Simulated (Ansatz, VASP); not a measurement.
# RbBH4 in two plane-wave programs, part 3 of 3

Wanted: the spread between two codes on one cell, functional and k mesh. The cell is taken from a series of runs on this material, whose earlier steps may have relaxed, scaled, displaced or heated it; both programs get it as it stands.

VASP 6.6.1 and Ansatz 0.2.0.

So far: The structure; VASP: zone-centre phonons, PBEsol.

### Step 3. Ansatz: zone-centre phonons, PBEsol

Level of this step: Ansatz beside VASP: Kohn-Sham DFT, plane waves, PBEsol (Ansatz).

Ansatz runs on norm-conserving files, of PseudoDojo where its log says so.

The same cell, functional and mesh now go to Ansatz.

input.yaml

```yaml
crystal:
  lattice:
    - [-3.4217212197, 0.0, 3.4217212197]
    - [0.0, 3.4217212197, 3.4217212197]
    - [-3.4217212197, 3.4217212197, 0.0]
  atoms:
    - { symbol: Rb, position: [0.0, 0.0, 0.0] }
    - { symbol: B, position: [0.5, 0.5, 0.5] }
    - { symbol: H, position: [0.6041154285, 0.6041154285, 0.1876537146] }
    - { symbol: H, position: [0.1876537146, 0.6041154285, 0.6041154285] }
    - { symbol: H, position: [0.6041154285, 0.1876537146, 0.6041154285] }
    - { symbol: H, position: [0.6041154285, 0.6041154285, 0.6041154285] }
kpoints:
  mp_grid: { grid: [6, 6, 6] }
hamiltonian:
  xc: pbesol
  pseudopotentials: { kind: nc, accuracy: standard }
scf:
  occupations: { method: fixed }
output:
  eigenvalues: true
basis:
  ecutwfc: 925.187
phonons:
  method: dfpt
  dielectric: true
  rigid_motions: translations
```

The run is started by

```bash
> ansatz run input.yaml --threads 4 --pin off --max-ram 8192MiB --backend cpu --events-out ev --progress --plain --runs-dir out
```

Numbers of over 12 decimals in the logs are rounded to 6 here.

The log of the run:

```text
Warning: basis.ecutwfc = 925.187 eV is below the records' recommended 1034.032677 eV, and the density's cutoff is lower with it unless basis.ecutrho_ratio is high enough to keep the records' density cutoff: compare with a run at a higher cutoff
Engine: ansatz 0.2.0, aarch64-unknown-linux-gnu
Pseudopotentials: kind: nc
Pseudopotential: Rb, nc, valence charge 9, recommended cutoff 625.861884 eV (normal), Rb.nc.azcp (PseudoDojo's, or run here from an input of PseudoDojo's; its table is named by hamiltonian.pseudopotentials.accuracy)
Pseudopotential: B, nc, valence charge 3, recommended cutoff 1034.032677 eV (normal), B.nc.azcp (PseudoDojo's, or run here from an input of PseudoDojo's; its table is named by hamiltonian.pseudopotentials.accuracy)
Pseudopotential: H, nc, valence charge 1, recommended cutoff 979.609905 eV (normal), H.nc.azcp (PseudoDojo's, or run here from an input of PseudoDojo's; its table is named by hamiltonian.pseudopotentials.accuracy)
Functional definition: PBEsol
  exchange = pbesol_x
  correlation = pbesol_c
Crystal: 6 atoms, lattice volume = 80.124 Å³
Basis set: ecut = 925.187 eV, 5065 PW (Γ), exchange–correlation on 100×100×100 points (8 copies of the dense FFT grid, shifted against one another)
Bands: 14, of which v1, the nominal top of the filled ones, is band 8 counted from 1 (7 counted from 0)
Symmetry: 24 space group operations
k-points: 68 of 216 (irreducible under 2 space group operations, time reversal used)
Non-local potential: Rb, projectors of the file, l = 0: 2, l = 1: 2, l = 2: 2
Non-local potential: B, projectors of the file, l = 0: 2, l = 1: 2
Non-local potential: H, projectors of the file, l = 0: 2, l = 1: 1
Initial density: superposition of atomic densities (chi_scale 0.1, normalization cell, long waves kept (reshape's long-wave potential 0.00 eV rms))
Initial wavefunctions: pseudopotential atomic-orbital guess
Functional: x = pbesol(κ = 0.804, μ = 0.123457), c = pbesol(β = 0.046)
SCF iter   1: F=—  HF=-882.844581 eV  |F-HF|=—  |Δ(HF+E_count)|=         —  Δρ=7.39e-2  dr2=6.19e0  ethr=3.10e-3  ⟨swp⟩=5.0  Hψ=5468  notcnv=0  defer=214
preconditioner: auto → none  [insulator: Δε(μ)=7.739 eV  Ē_g=13.913 eV  n_scr=14 (ndim 8)  ℏωp=15.5 eV  f_vac=0.000  ε∞_Penn≈2.2]
SCF iter   2: F=—  HF=-880.789698 eV  |F-HF|=—  |Δ(HF+E_count)|=    2.05e0  Δρ=2.80e-2  dr2=4.85e-1  ethr=3.10e-3  ⟨swp⟩=4.6  Hψ=2502  notcnv=0  defer=261
SCF iter   3: F=—  HF=-880.657736 eV  |F-HF|=—  |Δ(HF+E_count)|=   1.32e-1  Δρ=8.48e-3  dr2=4.98e-2  ethr=3.03e-3  ⟨swp⟩=3.0  Hψ=1657  notcnv=0  defer=239
SCF iter   4: F=—  HF=-880.648216 eV  |F-HF|=—  |Δ(HF+E_count)|=   9.52e-3  Δρ=8.26e-4  dr2=4.60e-4  ethr=3.11e-4  ⟨swp⟩=3.2  Hψ=1269  notcnv=0  defer=270
SCF iter   5: F=—  HF=-880.648921 eV  |F-HF|=—  |Δ(HF+E_count)|=   7.05e-4  Δρ=2.42e-4  dr2=2.64e-5  ethr=2.87e-6  ⟨swp⟩=3.7  Hψ=1613  notcnv=0  defer=270
SCF iter   6: F=—  HF=-880.648918 eV  |F-HF|=—  |Δ(HF+E_count)|=   2.44e-6  Δρ=4.39e-5  dr2=5.73e-7  ethr=1.65e-7  ⟨swp⟩=2.0  Hψ=1195  notcnv=0  defer=268
SCF iter   7: F=—  HF=-880.648897 eV  |F-HF|=—  |Δ(HF+E_count)|=   2.09e-5  Δρ=2.51e-6  dr2=4.27e-9  ethr=3.58e-9  ⟨swp⟩=2.2  Hψ=1365  notcnv=0  defer=265
SCF iter   8: F=—  HF=-880.648897 eV  |F-HF|=—  |Δ(HF+E_count)|=   2.47e-9  Δρ=5.38e-7  dr2=1.24e-10  ethr=2.67e-11  ⟨swp⟩=2.3  Hψ=1469  notcnv=0  defer=265
SCF iter   9: F=-880.648897 eV  HF=-880.648897 eV  |F-HF|=5.46e-12  |Δ(HF+E_count)|=  8.66e-11  Δρ=8.63e-8  dr2=1.93e-12  ethr=1.00e-12  ⟨swp⟩=16.5  Hψ=8725  notcnv=0
SCF 1 converged in 9 iterations: F = -880.648897 eV  dr2 = 1.93e-12
NSCF: frozen V_eff on 3 k-points
DFPT response loops at Γ: preconditioner auto → none (the input reference at scf.mixing.eps_inf says where Resta's filter doesn't serve); β = 0.50; Broyden in place of MSR1
SCF converged after 9 iterations
Free energy (F): -880.648897 eV
Harris-Foulkes:  -880.648897 eV  (|F-HF|=5.46e-12)
Internal energy: -880.648897 eV  (E = F + TS)
E sigma→0 (E₀):  -880.648897 eV
Fermi energy:    -0.691122 eV
--- Per-component energies (eV) ---
  E_band       = -117.782999
  E_kinetic    = 314.568384
  E_local      = -511.862773  (includes V_loc(G=0)·N_el)
  E_nonlocal   = -40.485551
  E_hartree    = 175.454702
  E_xc         = -261.817001
  E_vxc        = -230.912462  (∫ρ·V_xc dr)
  E_ewald      = -556.506658
  E_smearing   = -0.000000  (= −TS)
  E_closure    = 0.000000  (closes the sum)
  Σ components = -880.648897   (vs F -880.648897, Δ=0.00e0)
--- Band table (eV; the first three rows and the last of 68) ---
  k-point 0: bands = [... 4 lower, -6.4431, -0.6911, -0.6911, -0.6911, 5.5532, 6.7836, 6.7836, 6.7836, ... 2 higher]
  k-point 1: bands = [... 4 lower, -6.2259, -1.0002, -0.7632, -0.7632, 5.9832, 6.6240, 7.0652, 7.0652, ... 2 higher]
  k-point 2: bands = [... 4 lower, -5.8140, -1.5835, -0.9012, -0.9012, 6.3284, 7.2769, 7.9144, 7.9144, ... 2 higher]
  k-point 67: bands = [... 4 lower, -6.0238, -1.4834, -0.7988, -0.7988, 5.1463, 7.6607, 9.1676, 9.6013, ... 2 higher]
--- Phonons (Γ-DFPT): 3 representative perturbations + reference, on 68 of 216 k-points (Σ response iterations 11) ---
  k mesh reduced under 2 symmetry operations, with k and −k counted as one. Each operation leaves every solved perturbation unchanged. A smaller set is not considered because the run solves the response to a homogeneous field
  ASR residual: 5.938e-5 → 0.000e0 eV/Å²; symmetrization residual: 3.189e-7 eV/Å²
  ASR residual per site (eV/Å²): 4.96e-5 5.94e-5 2.60e-5 2.60e-5 2.60e-5 2.60e-5
  Γ frequencies (cm⁻¹): 0.00 0.00 0.00 166.31 166.31 166.31 322.17 322.17 322.17 1064.81 1064.81 1064.81 1194.18 1194.18 2280.48 2336.51 2336.51 2336.51
  ε∞ (high-frequency dielectric tensor):
        2.406585    -0.000000    -0.000000
       -0.000000     2.406585     0.000000
       -0.000000     0.000000     2.406585
  ε⁰ (static dielectric tensor: ions relaxed, cell fixed):
        4.789327     0.000000     0.000000
        0.000000     4.789327     0.000000
        0.000000     0.000000     4.789327
  ε⁰ − ε∞ (ionic part):
        2.382742     0.000000     0.000000
        0.000000     2.382742     0.000000
        0.000000     0.000000     2.382742
  softest optical mode at Γ: 166.31 cm⁻¹; the repairs (sum rule, projections) moved no ω² at Γ by more than (2.98 cm⁻¹)²
  Born effective charges Z* (e; rows j = field, columns β = displacement):
    site 0:
         1.16620   -0.00000    0.00000
         0.00000    1.16620   -0.00000
        -0.00000   -0.00000    1.16620
    site 1:
         0.14664   -0.00000    0.00000
         0.00000    0.14664   -0.00000
        -0.00000    0.00000    0.14664
    site 2:
        -0.32821    0.14015   -0.14015
         0.14015   -0.32821    0.14015
        -0.14015    0.14015   -0.32821
    site 3:
        -0.32821   -0.14015    0.14015
        -0.14015   -0.32821    0.14015
         0.14015    0.14015   -0.32821
    site 4:
        -0.32821   -0.14015   -0.14015
        -0.14015   -0.32821   -0.14015
        -0.14015   -0.14015   -0.32821
    site 5:
[...]
Z* charge neutrality: 2.465e-5 e pre-enforcement
  k-mesh period / interband length: 29.0 Å / 1.13 Å = 25.61 at k = (0.0000, 0.0000, 0.0000), direct gap 6.244 eV — 14 or more, which is no proof of convergence
  optical modes at Γ without the LO–TO term, one row a degenerate level:
      ω (cm⁻¹)  modes    IR ((D/Å)²/amu)
[...]
optical modes at Γ + LO–TO along q̂ = [1.0000, 0.0000, 0.0000]:
      ω (cm⁻¹)  modes    IR ((D/Å)²/amu)
[...]
optical modes at Γ + LO–TO along q̂ = [0.0000, 1.0000, 0.0000]:
      ω (cm⁻¹)  modes    IR ((D/Å)²/amu)
[...]
optical modes at Γ + LO–TO along q̂ = [0.0000, 0.0000, 1.0000]:
      ω (cm⁻¹)  modes    IR ((D/Å)²/amu)
[...]
230.78      1             2.2379
        322.17      3             0.0000
       1064.81      2             2.5403
       1071.37      1             1.2632
       1194.18      2             0.0000
       2280.48      1             0.0000
       2336.51      2            20.4165
       2360.75      1            10.3704
```

### Step 4. Comparison

Known differences besides the potentials themselves: fixed occupations in Ansatz, narrow Gaussian smearing in VASP; the cutoff is 925.187 eV in Ansatz and 500 eV in VASP; Ansatz's log warns that its cutoff lies below the recommended one. Total energies have different zeros and are not compared.

Compared:

```csv
quantity,Ansatz,VASP,difference
ε∞ xx,2.41,2.41,-0.13 %
ε∞ yy,2.41,2.41,-0.13 %
ε∞ zz,2.41,2.41,-0.13 %
Born charge of Rb1 (mean of the diagonal) (e),1.17,1.17,0.00
Born charge of B2 (mean of the diagonal) (e),0.15,0.16,-0.01
Born charge of H3 (mean of the diagonal) (e),-0.33,-0.33,0.00
optical mode 1 to 3 (cm⁻¹),166.3,167.5,-0.71 %
optical mode 4 to 6 (cm⁻¹),322.2,316.3,+1.84 %
optical mode 7 to 9 (cm⁻¹),1064.8,1065.4,-0.05 %
optical mode 10 to 11 (cm⁻¹),1194.2,1196.2,-0.17 %
optical mode 12 (cm⁻¹),2280.5,2295.2,-0.64 %
optical mode 13 to 15 (cm⁻¹),2336.5,2346.0,-0.41 %
```

Modes are paired by rising frequency, not by their patterns, so a pair may set unlike modes beside each other; they are those without the splitting of longitudinal modes.

### Step 5. Outcome

```
r.m.s. difference of the optical zone-centre modes, each program's sorted by frequency (zone-centre phonons, PBEsol) : 6.3 cm⁻¹
difference in optical mode 4 to 6 (zone-centre phonons, PBEsol)                                                      : +1.8 %
```

What this shows: The r.m.s. difference of the optical zone-centre modes, each program's sorted by frequency is 6.3 cm⁻¹ (zone-centre phonons, PBEsol). Among the rows given in per cent, the largest difference of the zone-centre phonons, PBEsol pair is in optical mode 4 to 6, +1.8 %. How closely two codes agree says nothing of how well the functional describes the real material.

[Lines on the potential files, build, host, timing and source positions are cut from VASP's logs without a mark.]

[Logs are printed without paths, hosts, clocks, repeated set-up lines and the standing remarks that a program may print on its own settings, such as how far it seeks lower states.]

[Hosts, paths, dates, database ids (printed as entryN), source tags and the programs' standing remarks are cut or masked in the printed files.]
